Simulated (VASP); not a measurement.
# A VASP study of FeSi2 (Linzhiite) (rev-vdW-DF2 + U): structure first, properties next, part 8 of 10

Wanted: the relaxed cell of FeSi2 (Linzhiite) and its properties. The start is a cell from a database of measured crystal structures.

VASP 6.6.1, plane waves and PAW; the level of theory is named at each step.

Still holding for the runs below: The magnetic order is the lowest of the few collinear ones that converged above; longer or canted patterns were not tried. The cell is doubled for it, so bands and modes from the zone boundary of the chemical cell fold onto Γ and the labels are those of the larger cell. A U on the itinerant d states of such a compound is hard to justify; it moves the bands at the Fermi level and favours large moments.

So far, pressure (GPa): step 2 (magnetic order: ferromagnetic) 12.1; step 5 (magnetic order: antiferromagnetic, q = (1/2, 1/2, 0)) 4.96; step 7 (full relaxation (rev-vdW-DF2 + U)) 0.0243; step 8 (second relaxation) 0.0346; step 9 (density, ELF and potential (rev-vdW-DF2 + U)) 0.0215. The relaxed cell has a = 2.746, c = 5.233 Å (conventional setting).

### 10. Bands along the symmetry lines (rev-vdW-DF2 + U)

Level of this step: rev-vdW-DF2, DFT+U (Fe d 5 eV), spin-polarised from an antiferromagnetic start; plane waves and PAW (Fe, Si) (VASP).

Levels along the symmetry lines show where the bands peak and cross; KPOINTS_OPT computes them in the converged potential.

INCAR

```
SYSTEM = FeSi2
PREC = Accurate
ENCUT = 400
EDIFF = 1E-06
NELM = 100
ISMEAR = 0
SIGMA = 0.05
LREAL = .FALSE.
ALGO = Normal
GGA = MK
AGGAC = 0
LUSE_VDW = .TRUE.
PARAM1 = 0.1234
PARAM2 = 0.711357
ZAB_VDW = -1.8867
LASPH = .TRUE.
NBANDS = 35
ISPIN = 2
MAGMOM = 2.139 -2.139 0 0 0 0
LDAU = .TRUE.
LDAUTYPE = 2
LDAUL = 2 -1
LDAUU = 5 0
LDAUJ = 0 0
LDAUPRINT = 1
LMAXMIX = 4
LORBIT = 11
LWAVE = .FALSE.
LCHARG = .FALSE.
KPAR = 8
```

POSCAR

```
FeSi2
1.0
    5.4929873588      0.0000000000      0.0000000000
    2.7464936794      2.7464936794      0.0000000000
    0.0000000000      0.0000000000      5.2326727379
Fe Si
2 4
Direct
    0.0000000000      0.5000000000      0.0000000000
    0.5000000000      0.5000000000      0.0000000000
    0.0000000000      0.0000000000      0.2754342309
    0.5000000000      0.0000000000      0.2754342309
    0.0000000000      0.0000000000      0.7245657691
    0.5000000000      0.0000000000      0.7245657691
```

KPOINTS

```
Automatic mesh
0
Gamma
8 8 5
0 0 0
```

KPOINTS_OPT

```
Line mode
16
Line-mode
Reciprocal
  0.00000000   0.00000000   0.00000000 GAMMA
  0.50000000   0.00000000   0.00000000 X

  0.50000000   0.00000000   0.00000000 X
  0.00000000  -0.50000000   0.00000000 M

  0.00000000  -0.50000000   0.00000000 M
  0.00000000   0.00000000   0.00000000 GAMMA

  0.00000000   0.00000000   0.00000000 GAMMA
  0.00000000   0.00000000   0.50000000 Z

  0.00000000   0.00000000   0.50000000 Z
  0.50000000   0.00000000   0.50000000 R

  0.50000000   0.00000000   0.50000000 R
  0.00000000  -0.50000000   0.50000000 A

  0.00000000  -0.50000000   0.50000000 A
  0.00000000   0.00000000   0.50000000 Z

  0.50000000   0.00000000   0.00000000 X
  0.50000000   0.00000000   0.50000000 R

  0.00000000  -0.50000000   0.00000000 M
  0.00000000  -0.50000000   0.50000000 A
```

PAW data sets: Fe and Si (PBE family, release 64).

Launch:

```sh
$ mpirun -np 8 vasp_std
```

The log of the run:

```text
[... set-up lines as in an earlier step ...]
 entering main loop
       N       E                     dE             d eps       ncg     rms          rms(c)
DAV:   1     0.168842954266E+03    0.16884E+03   -0.10271E+04  6300   0.744E+02
DAV:   2    -0.113774250304E+02   -0.18022E+03   -0.15916E+03  6466   0.194E+02
DAV:   3    -0.236637113617E+02   -0.12286E+02   -0.11619E+02  7734   0.592E+01
DAV:   4    -0.239569117645E+02   -0.29320E+00   -0.29169E+00  7645   0.873E+00
DAV:   5    -0.239648830484E+02   -0.79713E-02   -0.79675E-02  7953   0.153E+00    0.215E+01
DAV:   6    -0.274122643033E+02   -0.34474E+01   -0.14728E+01  7638   0.767E+01    0.232E+01
DAV:   7    -0.222603466644E+02    0.51519E+01   -0.10729E+01  7972   0.635E+01    0.730E+00
DAV:   8    -0.225708987096E+02   -0.31055E+00   -0.72729E-01  9586   0.571E+00    0.437E+00
DAV:   9    -0.226446231453E+02   -0.73724E-01   -0.99937E-02 10094   0.470E+00    0.191E+00
DAV:  10    -0.226978071345E+02   -0.53184E-01   -0.53236E-02 10875   0.324E+00    0.688E-01
DAV:  11    -0.227229347460E+02   -0.25128E-01   -0.20786E-02  9784   0.110E+00    0.363E-01
DAV:  12    -0.227330747624E+02   -0.10140E-01   -0.77077E-03  9952   0.824E-01    0.308E-01
DAV:  13    -0.227400654418E+02   -0.69907E-02   -0.87625E-03 10466   0.104E+00    0.170E-01
DAV:  14    -0.227419978615E+02   -0.19324E-02   -0.35580E-03 10638   0.545E-01    0.755E-02
DAV:  15    -0.227423088733E+02   -0.31101E-03   -0.40883E-04  9349   0.153E-01    0.346E-02
DAV:  16    -0.227423565625E+02   -0.47689E-04   -0.91665E-05  9661   0.765E-02    0.187E-02
DAV:  17    -0.227423606478E+02   -0.40853E-05   -0.43455E-05  9882   0.573E-02    0.839E-03
DAV:  18    -0.227423628343E+02   -0.21865E-05   -0.50997E-06  7185   0.139E-02    0.404E-03
DAV:  19    -0.227423639002E+02   -0.10659E-05   -0.39992E-07  3885   0.994E-03    0.173E-03
DAV:  20    -0.227423633283E+02    0.57193E-06   -0.37683E-07  3804   0.546E-03
   1 F= -.22742363E+02 E0= -.22741411E+02  d E =-.190438E-02  mag=    -0.0000
 Start KPOINTS_OPT (optional k-point list driver)
k-point batch [1-45\144]
       N       E                     dE             ncg
DAV:   1     0.147151564629E+05   -0.13757E+05     6300
DAV:   2     0.659587780118E+04   -0.81193E+04     6506
DAV:   3     0.603411228951E+04   -0.56177E+03     7883
DAV:   4     0.602208711627E+04   -0.12025E+02     7539
DAV:   5     0.602179614291E+04   -0.29097E+00     7985
DAV:   6     0.602178531954E+04   -0.10823E-01     7900
DAV:   7     0.602178480407E+04   -0.51547E-03     8405
DAV:   8     0.602178478105E+04   -0.23013E-04     7160
DAV:   9     0.602178478010E+04   -0.95555E-06     5321
[...]
k-point batch [136-144\144]
       N       E                     dE             ncg
DAV:   1     0.316056322228E+05   -0.66149E+04     1260
DAV:   2     0.299788168722E+05   -0.16268E+04     1266
DAV:   3     0.298659727525E+05   -0.11284E+03     1623
DAV:   4     0.298637017643E+05   -0.22710E+01     1592
DAV:   5     0.298636458656E+05   -0.55899E-01     1688
DAV:   6     0.298636438266E+05   -0.20389E-02     1608
DAV:   7     0.298636437274E+05   -0.99217E-04     1728
DAV:   8     0.298636437221E+05   -0.53018E-05     1464
DAV:   9     0.298636437218E+05   -0.24043E-06     1152
```

The job ended after 2 min (8 MPI ranks of Intel Xeon 6975P-C (Granite Rapids), shared host; peak memory 4.2 GiB).

From OUTCAR (step 10):

```text
   k-points           NKPTS =     45   k-points in BZ     NKDIM =     45   number of bands    NBANDS=     35

   NELECT =      32.0000    total number of electrons

atom =   1  type =  1  l = 2

 onsite density matrix

spin component  1

  0.8642 -0.0000 -0.0000  0.0000  0.0000
 -0.0000  0.8819  0.0000  0.0000  0.0000
 -0.0000  0.0000  0.8905  0.0000 -0.0000
  0.0000  0.0000  0.0000  0.8819  0.0000
  0.0000  0.0000 -0.0000  0.0000  0.8702

spin component  2

  0.7835  0.0000  0.0000 -0.0000 -0.0000
  0.0000  0.6035 -0.0000  0.0000 -0.0000
  0.0000 -0.0000  0.2085 -0.0000  0.0000
 -0.0000  0.0000 -0.0000  0.6035  0.0000
 -0.0000 -0.0000  0.0000  0.0000  0.1197

 occupancies and eigenvectors

  o =  0.1197  v =  0.0000  0.0000  0.0000  0.0000  0.0000  0.0000 -0.0000 -0.0000 -0.0000  1.0000      0.0000  0.0000  0.0000  0.0000  0.0000  0.0000  0.0000  0.0000  0.0000  0.0000
  o =  0.2085  v =  0.0000  0.0000  0.0000  0.0000  0.0000  0.0000 -0.0000 -1.0000  0.0000 -0.0000      0.0000  0.0000  0.0000  0.0000  0.0000  0.0000  0.0000  0.0000  0.0000  0.0000
  o =  0.6035  v =  0.0000  0.0000  0.0000  0.0000  0.0000  0.0000  0.4780 -0.0000  0.8784  0.0000      0.0000  0.0000  0.0000  0.0000  0.0000  0.0000  0.0000  0.0000  0.0000  0.0000
  o =  0.6035  v =  0.0000  0.0000  0.0000  0.0000  0.0000  0.0000  0.8784 -0.0000 -0.4780 -0.0000      0.0000  0.0000  0.0000  0.0000  0.0000  0.0000  0.0000  0.0000  0.0000  0.0000
  o =  0.7835  v =  0.0000  0.0000  0.0000  0.0000  0.0000  1.0000  0.0000  0.0000  0.0000  0.0000      0.0000  0.0000  0.0000  0.0000  0.0000  0.0000  0.0000  0.0000  0.0000  0.0000
  o =  0.8642  v =  1.0000  0.0000  0.0000  0.0000  0.0000  0.0000  0.0000  0.0000  0.0000  0.0000      0.0000  0.0000  0.0000  0.0000  0.0000  0.0000  0.0000  0.0000  0.0000  0.0000
  o =  0.8702  v =  0.0000 -0.0000 -0.0000 -0.0000 -1.0000  0.0000  0.0000  0.0000  0.0000  0.0000      0.0000  0.0000  0.0000  0.0000  0.0000  0.0000  0.0000  0.0000  0.0000  0.0000
  o =  0.8819  v =  0.0000  0.0482 -0.0000  0.9988 -0.0000  0.0000  0.0000  0.0000  0.0000  0.0000      0.0000  0.0000  0.0000  0.0000  0.0000  0.0000  0.0000  0.0000  0.0000  0.0000
  o =  0.8819  v =  0.0000 -0.9988 -0.0000  0.0482  0.0000  0.0000  0.0000  0.0000  0.0000  0.0000      0.0000  0.0000  0.0000  0.0000  0.0000  0.0000  0.0000  0.0000  0.0000  0.0000
  o =  0.8905  v =  0.0000 -0.0000  1.0000  0.0000 -0.0000  0.0000  0.0000  0.0000  0.0000  0.0000      0.0000  0.0000  0.0000  0.0000  0.0000  0.0000  0.0000  0.0000  0.0000  0.0000

atom =   2  type =  1  l = 2

 onsite density matrix

spin component  1

  0.7835 -0.0000  0.0000  0.0000  0.0000
 -0.0000  0.6035 -0.0000 -0.0000  0.0000
  0.0000 -0.0000  0.2085 -0.0000  0.0000
  0.0000 -0.0000 -0.0000  0.6035  0.0000
  0.0000  0.0000  0.0000  0.0000  0.1197

spin component  2

  0.8642  0.0000 -0.0000 -0.0000 -0.0000
  0.0000  0.8819 -0.0000  0.0000 -0.0000
 -0.0000 -0.0000  0.8905  0.0000 -0.0000
 -0.0000  0.0000  0.0000  0.8819 -0.0000
 -0.0000 -0.0000 -0.0000 -0.0000  0.8702

 occupancies and eigenvectors

  o =  0.1197  v =  0.0000 -0.0000  0.0000  0.0000  1.0000  0.0000  0.0000  0.0000  0.0000  0.0000      0.0000  0.0000  0.0000  0.0000  0.0000  0.0000  0.0000  0.0000  0.0000  0.0000
  o =  0.2085  v =  0.0000 -0.0000  1.0000  0.0000 -0.0000  0.0000  0.0000  0.0000  0.0000  0.0000      0.0000  0.0000  0.0000  0.0000  0.0000  0.0000  0.0000  0.0000  0.0000  0.0000
  o =  0.6035  v =  0.0000 -0.1855 -0.0000  0.9826 -0.0000  0.0000  0.0000  0.0000  0.0000  0.0000      0.0000  0.0000  0.0000  0.0000  0.0000  0.0000  0.0000  0.0000  0.0000  0.0000
  o =  0.6035  v =  0.0000  0.9826  0.0000  0.1855 -0.0000  0.0000  0.0000  0.0000  0.0000  0.0000      0.0000  0.0000  0.0000  0.0000  0.0000  0.0000  0.0000  0.0000  0.0000  0.0000
  o =  0.7835  v =  1.0000  0.0000  0.0000  0.0000  0.0000  0.0000  0.0000  0.0000  0.0000  0.0000      0.0000  0.0000  0.0000  0.0000  0.0000  0.0000  0.0000  0.0000  0.0000  0.0000
  o =  0.8642  v =  0.0000  0.0000  0.0000  0.0000  0.0000  1.0000  0.0000  0.0000  0.0000  0.0000      0.0000  0.0000  0.0000  0.0000  0.0000  0.0000  0.0000  0.0000  0.0000  0.0000
  o =  0.8702  v =  0.0000  0.0000  0.0000  0.0000  0.0000  0.0000 -0.0000  0.0000 -0.0000 -1.0000      0.0000  0.0000  0.0000  0.0000  0.0000  0.0000  0.0000  0.0000  0.0000  0.0000
  o =  0.8819  v =  0.0000  0.0000  0.0000  0.0000  0.0000  0.0000  0.9951  0.0000 -0.0992 -0.0000      0.0000  0.0000  0.0000  0.0000  0.0000  0.0000  0.0000  0.0000  0.0000  0.0000
  o =  0.8819  v =  0.0000  0.0000  0.0000  0.0000  0.0000  0.0000 -0.0992 -0.0000 -0.9951  0.0000      0.0000  0.0000  0.0000  0.0000  0.0000  0.0000  0.0000  0.0000  0.0000  0.0000
  o =  0.8905  v =  0.0000  0.0000  0.0000  0.0000  0.0000  0.0000  0.0000 -1.0000  0.0000 -0.0000      0.0000  0.0000  0.0000  0.0000  0.0000  0.0000  0.0000  0.0000  0.0000  0.0000

 E-fermi :   9.5143

 spin component 1
 k-point     1 :       0.0000    0.0000    0.0000
  band No.  band energies     occupation
    ...
     12       7.0496      1.00000
     13       7.0499      1.00000
     14       7.2698      1.00000
     15       8.8331      1.00000
     16       8.9411      1.00000
     17      11.1026      0.00000
     18      12.0305      0.00000
     19      12.0306      0.00000
     20      12.1646      0.00000
     21      12.2203      0.00000
    ...

 k-point     2 :       0.1250    0.0000    0.0000
  band No.  band energies     occupation
    ...
     12       6.8953      1.00000
     13       6.9788      1.00000
     14       7.1383      1.00000
     15       9.1545      1.00000
     16       9.2619      1.00000
     17      10.6640      0.00000
     18      11.0601      0.00000
     19      11.1170      0.00000
     20      12.0666      0.00000
     21      12.1492      0.00000
    ...

Total vdW correction in eV:      3.9743661

  Total        0.0278535      0.0278535     -0.0172250      0.0000000      0.0000000      0.0000000
  in kB        0.5653017      0.5653017     -0.3495899      0.0000000      0.0000000      0.0000000
  external PRESSURE =       0.2603379 kB  Pullay stress =       0.0000000 kB

 POSITION                                       TOTAL-FORCE (eV/Angst)
 -----------------------------------------------------------------------------------
      1.37325      1.37325      0.00000        -0.000000     -0.000000     -0.000000
      4.11974      1.37325      0.00000        -0.000000     -0.000000      0.000000
      0.00000      0.00000      1.44126        -0.000000      0.000000     -0.005564
      2.74649      0.00000      1.44126         0.000000      0.000000     -0.005564
      0.00000      0.00000      3.79142         0.000000     -0.000000      0.005564
      2.74649      0.00000      3.79142         0.000000     -0.000000      0.005564
 -----------------------------------------------------------------------------------
    total drift:                                0.000000      0.000000     -0.000000

  FREE ENERGIE OF THE ION-ELECTRON SYSTEM (eV)
  ---------------------------------------------------
  free  energy   TOTEN  =       -22.7423633283 eV

  energy  without entropy=      -22.7404589484  energy(sigma->0) =      -22.74141114

Total vdW correction in eV:      3.9743705

[... 9 parts as in an earlier step ...]

[... 8 further parts left out ...]
```

This step gave:

```yaml
bands: 35
pressure: 0.02603 GPa
```

Both spin channels agree. The electronic bands at the labelled points (eV, zero at the Fermi level; # counts the bands kept, so #1 is VASP's band 2):

```csv
point,#12,#13,#14,#15,#16,#17,#18,#19
Γ,-2.46,-2.24,-0.68,-0.57,1.59,2.52,2.52,2.65
0.47 of the way,-2.70,-2.69,-0.31,-0.05,0.39,1.12,1.34,2.45
X,-2.97,-2.89,-1.26,-0.67,-0.65,0.45,1.85,2.55
0.53 of the way,-3.45,-2.77,-2.56,-1.50,0.48,1.00,1.23,1.34
M,-3.93,-2.73,-2.73,-2.70,-0.23,0.66,0.66,0.78
0.47 of the way,-2.77,-2.76,-2.23,-0.74,0.54,0.63,1.29,2.23
Γ,-2.46,-2.24,-0.68,-0.57,1.59,2.52,2.52,2.65
0.47 of the way,-2.56,-2.32,-0.70,0.34,0.79,0.79,1.61,1.70
Z,-2.76,-2.35,-1.64,-0.11,-0.11,1.02,1.32,1.64
0.47 of the way,-2.70,-1.85,-1.20,-0.96,0.00,1.10,1.66,2.79
R,-2.17,-1.08,-0.73,-0.72,0.16,0.34,1.36,1.76
0.47 of the way,-3.35,-2.23,-2.07,-1.71,0.31,1.89,2.12,2.43
A,-3.31,-2.69,-1.93,-1.93,1.20,2.00,2.00,2.43
0.47 of the way,-2.55,-2.07,-2.00,-1.88,0.12,1.49,2.35,2.41
Z,-2.76,-2.35,-1.64,-0.11,-0.11,1.02,1.32,1.64
jump to X,-2.97,-2.89,-1.26,-0.67,-0.65,0.45,1.85,2.55
0.47 of the way,-2.60,-2.25,-0.80,-0.75,-0.63,0.83,1.12,2.16
R,-2.17,-1.08,-0.73,-0.72,0.16,0.34,1.36,1.76
jump to M,-3.93,-2.73,-2.73,-2.70,-0.23,0.66,0.66,0.78
0.47 of the way,-3.48,-2.69,-2.36,-2.36,0.99,0.99,1.02,1.05
A,-3.31,-2.69,-1.93,-1.93,1.20,2.00,2.00,2.43
```

Of the projections kept (Fe, Si), the largest for each band there; the rest of the weight can lie on other orbitals:

```csv
point,#12,#13,#14,#15,#16,#17,#18,#19
Γ,Fe 0.91,Fe 0.97,Fe 0.97,Si 1.00,Fe 1.00,Fe 0.64,Fe 0.64,Fe 0.99
X,Fe 0.89,Fe 0.53,Fe 0.51,Fe 0.92,Fe 0.85,Fe 0.56,Fe 0.88,Fe 0.84
M,Si 0.67,Fe 0.92,Fe 0.92,Fe 0.97,Fe 0.96,Fe 0.79,Fe 0.79,Fe 1.00
Γ,Fe 0.91,Fe 0.97,Fe 0.97,Si 1.00,Fe 1.00,Fe 0.64,Fe 0.64,Fe 0.99
Z,Si 0.73,Fe 0.98,Fe 0.84,Fe 0.83,Fe 0.83,Fe 1.00,Fe 0.63,Fe 1.00
R,Fe 0.69,Si 0.66,Fe 0.92,Si 0.53,Fe 0.57,Fe 0.51,Fe 0.75,Fe 0.62
```

There is no gap at this level.

Of the bands kept, 2 cross the Fermi level on this path.

[end of part 8 of 10]

[Lines on the potential files, build, host, timing and source positions are cut from VASP's logs without a mark.]

[Logs are printed without paths, hosts, clocks, repeated set-up lines and the standing remarks that a program may print on its own settings, such as how far it seeks lower states.]

[Hosts, paths, dates, database ids (printed as entryN), source tags and the programs' standing remarks are cut or masked in the printed files.]

[A measured line is paired with the nearest computed mode of its activity, which favours agreement.]
